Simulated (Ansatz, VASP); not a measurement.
**Cu11Si (Cu(100)-(3x1)-Si surface alloy): VASP beside Ansatz**

Aim: how closely do two programs agree when they are given the same cell, functional and k mesh? The cell is taken from a series of runs on this material, whose earlier steps may have relaxed, scaled, displaced or heated it; both programs get it as it stands.

Main program and level: Ansatz 0.2.0; plane waves, with VASP 6.6.1 beside it; single point at PBE with D3(BJ).

### 1. Set-up

The cell holds 12 atoms: 11 Cu and 1 Si. Cell: a = 7.658 Å, b = 2.553 Å, c = 22.715 Å, α = 90.0°, β = 90.0°, γ = 90.0°. Vacuum lies along c.

### 2. Ansatz: single point, PBE with D3(BJ)

Ansatz runs on its default PAW (the set named soft_2) files.

With cell and atoms fixed, the geometry can't cause a difference; cores, projectors, grids and the points listed under the comparison can.

Contents of input.yaml:

```yaml
crystal:
  lattice:
    - [7.6579664403, 0.0, 0.0]
    - [0.0, 2.5526554801, 0.0]
    - [0.0, 0.0, 22.715]
  atoms:
    - { symbol: Cu, position: [0.1666666667, 0.5, 0.3742020691] }
    - { symbol: Cu, position: [0.5000000017, 0.5, 0.3742020691] }
    - { symbol: Cu, position: [0.8333333317, 0.5, 0.3742020691] }
    - { symbol: Cu, position: [1.7e-09, 0.0, 0.4536649791] }
    - { symbol: Cu, position: [0.3333333317, 0.0, 0.4536649791] }
    - { symbol: Cu, position: [0.6666666667, 0.0, 0.4536649791] }
    - { symbol: Cu, position: [0.1666666667, 0.5, 0.5331021369] }
    - { symbol: Cu, position: [0.5008570273, 0.5, 0.5321465766] }
    - { symbol: Cu, position: [0.832476306, 0.5, 0.5321465766] }
    - { symbol: Cu, position: [-0.0023171491, 0.0, 0.610081586] }
    - { symbol: Cu, position: [0.3356504824, 0.0, 0.610081586] }
    - { symbol: Si, position: [0.6666666667, 0.0, 0.6100331714] }
kpoints:
  mp_grid: { grid: [8, 24, 1] }
hamiltonian:
  xc: pbe
  dispersion: d3bj
scf:
  occupations: { method: fermi_dirac, width: 0.05 }
  convergence: { dr2_threshold: 1.0e-09 }
  n_extra_bands: 25
efield:
  axis: 3
  dipole_correction: true
  ramp_position: 0.97
  ramp_width: 0.06
output:
  band_densities:
    - { e_range: [-0.2, 0] }
    - { e_range: [-0.7, 0] }
    - { e_range: [-1.5, 0] }
    - { e_range: [0, 0.2] }
    - { e_range: [0, 0.7] }
    - { e_range: [0, 1.5] }
    - { e_range: [-2.0, -1.8] }
    - { e_range: [-1.8, -1.6] }
    - { e_range: [-1.6, -1.4] }
    - { e_range: [-1.4, -1.2] }
    - { e_range: [-1.2, -1.0] }
    - { e_range: [-1.0, -0.8] }
    - { e_range: [-0.8, -0.6] }
    - { e_range: [-0.6, -0.4] }
    - { e_range: [-0.4, -0.2] }
    - { e_range: [0.2, 0.4] }
    - { e_range: [0.4, 0.6] }
    - { e_range: [0.6, 0.8] }
    - { e_range: [0.8, 1.0] }
    - { e_range: [1.0, 1.2] }
    - { e_range: [1.2, 1.4] }
    - { e_range: [1.4, 1.6] }
    - { e_range: [1.6, 1.8] }
    - { e_range: [1.8, 2.0] }
  band_residual_tolerance: 0.0001
  dos: { projected: true, e_range: [-5, 4] }
  write_potential: true
  write_density: true
  volumetric_format: npy
```

The run is started by

```
ansatz run input.yaml --threads 4 --pin off --max-ram 6144MiB --backend cpu --events-out ev --progress --plain --runs-dir out
```

Numbers of over 12 decimals in the logs are rounded to 6 here.

Log:

```text
scf.n_extra_bands = 25 over 107 filled bands (N_el = 213.0): the run solves 132 bands
Engine: ansatz 0.2.0, aarch64-unknown-linux-gnu
Pseudopotentials: kind: paw
Pseudopotential: Cu, paw, valence charge 19, recommended cutoff 420 eV (normal), Cu.paw.azcp
Pseudopotential: Si, paw, valence charge 4, recommended cutoff 420 eV (normal), Si.paw.azcp
Functional definition: PBE
  parameter kappa = 0.804
  parameter beta = 0.066725
  exchange = pbe_x(kappa = kappa, mu = beta*pi^2/3)
  correlation = pbe_c(beta = beta)
Crystal: 12 atoms, lattice volume = 444.036 Å³
Basis set: ecut = 420 eV, 8699 PW (Γ)
Bands: 132, of which v1, the nominal top of the filled ones, is band 107 counted from 1 (106 counted from 0)
Symmetry: 4 space group operations
Space group: Pmm2 (ITA 25), of the structure as read, at distance tolerance 7.6e-5 Å
k-points: 65 of 192
Non-local potential: Cu, projectors of the file, l = 0: 3, l = 1: 2, l = 2: 3, l = 3: 1
Non-local potential: Si, projectors of the file, l = 0: 2, l = 1: 2, l = 2: 2
PAW form: soft (Blöchl's): semilocal exchange-correlation on the pseudo side does not see the compensation charge
PAW one-centre angular grid: Cu, 590 points (default); XC on 64 Gauss nodes
PAW one-centre angular grid: Si, 110 points (default); XC on 64 Gauss nodes
Initial density: superposition of atomic densities (neutral atoms: chi_scale 0, normalization atom), corrected by the library's trained network
Initial wavefunctions: pseudopotential atomic-orbital guess
Functional: x = pbe(κ = 0.804, μ = 0.219515), c = pbe(β = 0.066725)
SCF iter   1: F=—  HF=-73514.161069 eV  |F-HF|=—  |Δ(HF+E_count)|=         —  Δρ=2.01e-3  dr2=8.03e-2  ethr=1.77e-3  p=-0.005 e·Å  D=-2.11e-3 V/Å  ΔV_dip=0.05 eV  dr2_dipole=1.41e-2  V_vac-E_F(+/−)=4.50/4.45 eV  ⟨swp⟩=8.1  Hψ=38526  notcnv=0  defer=626
efield: sawtooth ramp at fractional position 0.9700 (set: `efield.ramp_position`, or a place that a band, a saddle search or an elastic batch's reference lends), width 0.0600; the density the first Hamiltonian is built on has a dipole p = -0.005 e·Å; the dipole correction subtracts the counter field D = -2.11e-3 V/Å, which shifts the + side's vacuum level by +0.05 eV against the − side's; the planar-averaged density in the ramp window peaks in size at 3.7e-5 e/Å³
preconditioner: auto → LDOS  [metal: Δε(μ)=0.017 eV  Ē_g=8.375 eV  σ=0.050 eV  W_gap=0.08  n_scr=76 (ndim 8)  ℏωp=19.7 eV  f_vac=0.626  D(μ)=3.83/eV (n_scr^D=22)  β→1.0]
SCF iter   2: F=—  HF=-73514.192970 eV  |F-HF|=—  |Δ(HF+E_count)|=   3.19e-2  Δρ=5.06e-3  dr2=8.00e-2  ethr=3.77e-5  p=-0.006 e·Å  D=-2.63e-3 V/Å  ΔV_dip=0.06 eV  dr2_dipole=1.30e-3  V_vac-E_F(+/−)=4.64/4.58 eV  ⟨swp⟩=2.7  Hψ=17647  notcnv=0  defer=1114
SCF iter   3: F=—  HF=-73514.187989 eV  |F-HF|=—  |Δ(HF+E_count)|=   4.98e-3  Δρ=4.52e-3  dr2=5.03e-2  ethr=3.76e-5  p=-0.009 e·Å  D=-3.65e-3 V/Å  ΔV_dip=0.08 eV  dr2_dipole=9.25e-5  V_vac-E_F(+/−)=4.64/4.56 eV  ⟨swp⟩=2.0  Hψ=14932  notcnv=0  defer=1114
SCF iter   4: F=—  HF=-73514.175949 eV  |F-HF|=—  |Δ(HF+E_count)|=   1.20e-2  Δρ=5.96e-4  dr2=1.21e-3  ethr=2.36e-5  p=-0.010 e·Å  D=-3.91e-3 V/Å  ΔV_dip=0.09 eV  dr2_dipole=9.96e-7  V_vac-E_F(+/−)=4.62/4.53 eV  ⟨swp⟩=2.0  Hψ=11872  notcnv=0  defer=1114
SCF iter   5: F=—  HF=-73514.175577 eV  |F-HF|=—  |Δ(HF+E_count)|=   3.72e-4  Δρ=2.77e-4  dr2=2.40e-4  ethr=5.66e-7  p=-0.010 e·Å  D=-3.90e-3 V/Å  ΔV_dip=0.09 eV  dr2_dipole=9.16e-8  V_vac-E_F(+/−)=4.62/4.54 eV  ⟨swp⟩=2.4  Hψ=16517  notcnv=0  defer=1097
SCF iter   6: F=—  HF=-73514.175550 eV  |F-HF|=—  |Δ(HF+E_count)|=   2.63e-5  Δρ=8.64e-5  dr2=3.50e-5  ethr=1.13e-7  p=-0.010 e·Å  D=-4.00e-3 V/Å  ΔV_dip=0.09 eV  dr2_dipole=5.78e-7  V_vac-E_F(+/−)=4.63/4.54 eV  ⟨swp⟩=2.2  Hψ=12667  notcnv=0  defer=1097
SCF iter   7: F=—  HF=-73514.175560 eV  |F-HF|=—  |Δ(HF+E_count)|=   9.76e-6  Δρ=5.28e-5  dr2=9.68e-6  ethr=1.64e-8  p=-0.010 e·Å  D=-4.02e-3 V/Å  ΔV_dip=0.09 eV  dr2_dipole=8.59e-9  V_vac-E_F(+/−)=4.63/4.54 eV  ⟨swp⟩=2.0  Hψ=11464  notcnv=0  defer=1097
SCF iter   8: F=—  HF=-73514.175774 eV  |F-HF|=—  |Δ(HF+E_count)|=   2.14e-4  Δρ=2.42e-5  dr2=2.18e-6  ethr=4.54e-9  p=-0.010 e·Å  D=-4.06e-3 V/Å  ΔV_dip=0.09 eV  dr2_dipole=1.14e-8  V_vac-E_F(+/−)=4.63/4.54 eV  ⟨swp⟩=2.0  Hψ=11357  notcnv=0  defer=1091
SCF iter   9: F=—  HF=-73514.175775 eV  |F-HF|=—  |Δ(HF+E_count)|=   8.58e-7  Δρ=6.67e-6  dr2=1.88e-7  ethr=1.02e-9  p=-0.010 e·Å  D=-4.06e-3 V/Å  ΔV_dip=0.09 eV  dr2_dipole=7.74e-10  V_vac-E_F(+/−)=4.63/4.54 eV  ⟨swp⟩=2.0  Hψ=11365  notcnv=0  defer=1087
SCF iter  10: F=—  HF=-73514.175776 eV  |F-HF|=—  |Δ(HF+E_count)|=   8.79e-7  Δρ=4.43e-6  dr2=5.82e-8  ethr=8.83e-11  p=-0.010 e·Å  D=-4.06e-3 V/Å  ΔV_dip=0.09 eV  dr2_dipole=6.16e-11  V_vac-E_F(+/−)=4.63/4.54 eV  ⟨swp⟩=2.1  Hψ=11604  notcnv=0  defer=1087
[...]
SCF converged after 14 iterations
Free energy (F): -73514.175776 eV
Harris-Foulkes:  -73514.175776 eV  (|F-HF|=2.91e-10)
Internal energy: -73514.144909 eV  (E = F + TS)
E sigma→0 (E₀):  -73514.160343 eV
Entropy (-TS):   -0.030867 eV (-2.572 meV/atom)
Fermi energy:    2.207326 eV
Dipole field:    D = -0.004049 V/Å  (p = -0.009937 e·Å, saw-weighted, corrected)
Work function:   Φ+ = 4.6302 eV   Φ− = 4.5382 eV
Levels:          The Fermi level and band energies are counted from a zero that moves with the ramp; work functions are not
--- Per-component energies (eV) ---
  E_band       = -6987.215997
  E_kinetic    = 3336.751452
  E_local      = -439083.651032  (includes V_loc(G=0)·N_el)
  E_nonlocal   = 4330.383823
  E_hartree    = 215369.888023
  E_xc         = -1033.917001
  E_vxc        = -1309.110586  (∫ρ·V_xc dr)
  E_paw        = -18819.435624  (= ΣΔE_a)
  E_vpaw       = -5001.056966  (= ΣTr[D̂ρ^β])
  E_aug_tail   = 0.003131  (compensation charges beyond the density's cutoff)
  E_efield     = 0.000020  (sawtooth field / dipole correction)
  E_vefield    = -0.306985  (∫n·V_field dr)
  E_ewald      = 162390.693571
  E_disp       = -4.861274  (pairwise vdW)
  E_smearing   = -0.030867  (= −TS)
  E_closure    = 0.000000  (closes the sum)
  Σ components = -73514.175776   (vs F -73514.175776, Δ=0.00e0)
--- Band table (eV; the first three rows and the last of 65) ---
  k-point 0: bands = [... 103 lower, 0.6823, 0.7136, 0.7223, 0.7791, 1.3942, 1.5876, 2.6974, 3.8264, ... 21 higher]
  k-point 1: bands = [... 103 lower, 0.6993, 0.7112, 0.7467, 0.7726, 1.4638, 1.6605, 2.7778, 3.8854, ... 21 higher]
  k-point 2: bands = [... 103 lower, 0.6998, 0.7149, 0.7587, 0.9277, 1.6447, 1.8525, 2.9968, 4.0577, ... 21 higher]
  k-point 64: bands = [... 103 lower, 2.4618, 2.6376, 2.6723, 3.0536, 3.2531, 3.5578, 4.2367, 5.2738, ... 21 higher]
--- Band densities, each state counted as filled ---
  window                                       electrons  max residual (eV)  cut levels
  e_range: [-0.2, 0]                            0.927083             2.7e-6           0
  e_range: [-0.7, 0]                            3.145833             2.7e-6           0
  e_range: [-1.5, 0]                           10.010417             2.7e-6           0
  e_range: [0, 0.2]                             0.572917             2.5e-5           0
  e_range: [0, 0.7]                             2.677083             3.5e-5           0
  e_range: [0, 1.5]                             5.718750             3.9e-5           0
  e_range: [-2, -1.8]                           9.291667             2.4e-6           0
  e_range: [-1.8, -1.6]                        10.427083             1.8e-6           0
  e_range: [-1.6, -1.4]                         6.895833             2.3e-6           0
  e_range: [-1.4, -1.2]                         1.489583             1.4e-6           0
  e_range: [-1.2, -1]                           1.239583             1.8e-6           0
  e_range: [-1, -0.8]                           0.947917             1.7e-6           0
  e_range: [-0.8, -0.6]                         0.916667             2.2e-6           0
  e_range: [-0.6, -0.4]                         1.062500             2.5e-6           0
  e_range: [-0.4, -0.2]                         0.802083             2.4e-6           0
  e_range: [0.2, 0.4]                           0.906250             3.4e-5           0
  e_range: [0.4, 0.6]                           0.864583             3.5e-5           0
  e_range: [0.6, 0.8]                           0.822917             2.9e-5           0
  e_range: [0.8, 1]                             0.552083             2.9e-5           0
  e_range: [1, 1.2]                             0.729167             3.6e-5           0
  e_range: [1.2, 1.4]                           0.854167             3.8e-5           0
  e_range: [1.4, 1.6]                           0.802083             3.9e-5           0
  e_range: [1.6, 1.8]                           0.781250             4.6e-5           0
  e_range: [1.8, 2]                             0.739583             3.4e-5           0
```

(Continued in part 2 of 2.)

[Lines on the potential files, build, host, timing and source positions are cut from VASP's logs without a mark.]

[Logs are printed without paths, hosts, clocks, repeated set-up lines and the standing remarks that a program may print on its own settings, such as how far it seeks lower states.]

[Hosts, paths, dates, database ids (printed as entryN), source tags and the programs' standing remarks are cut or masked in the printed files.]
